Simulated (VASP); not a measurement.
A convergence study with VASP on Mg$_{3}$Sb$_{2}$ (a-la2o3): one setting is varied, all else stays as given below, so the limit is that of these other settings. Each run relaxes cell and ions from the cell shown.

```yaml
crystal:
  lattice:
    - [2.28000, -3.94908, 0.00000]
    - [2.28000, 3.94908, 0.00000]
    - [0.00000, 0.00000, 7.23000]
  atoms:
    - { symbol: Mg, position: [0.00000, 0.00000, 0.00000] }
    - { symbol: Mg, position: [0.33333, 0.66667, 0.63400] }
    - { symbol: Mg, position: [0.66667, 0.33333, 0.36600] }
    - { symbol: Sb, position: [0.33333, 0.66667, 0.22800] }
    - { symbol: Sb, position: [0.66667, 0.33333, 0.77200] }
```

The numbers are results of PBE GGA, VASP's PBE PAW potentials (set 64) (plane waves; VASP), not measurements. The tightest run used: 550 eV cut-off, 9×9×6 Γ-centred mesh, Gaussian smearing of 0.050 eV, potentials Mg Sb.

```json
[
 {"setting": "2×2×1 mesh", "relaxed volume (Å³/atom)": "26.020", "E (eV/atom)": "-2.7524", "irreducible k-points": "2"},
 {"setting": "3×3×2 mesh", "relaxed volume (Å³/atom)": "26.739", "E (eV/atom)": "-2.8477", "irreducible k-points": "6"},
 {"setting": "5×5×3 mesh", "relaxed volume (Å³/atom)": "26.637", "E (eV/atom)": "-2.9183", "irreducible k-points": "12"}
]
```

**Question.** These are the cheaper rows. Estimate the results at 9×9×6 mesh, and how far the last row shown lies from them.

**Answer.** 
| quantity | tightest run | last row shown is off by |
|---|---|---|
| relaxed volume (Å³/atom) | 26.610 | 0.027 |
| E (eV/atom) | -2.9294 | 0.0111 |

Left out are rungs that failed or repeat a setting and relaxations that didn't move; long series are thinned to 24 rows.

The compound is Mg3Sb2 in the a-la2o3 structure.
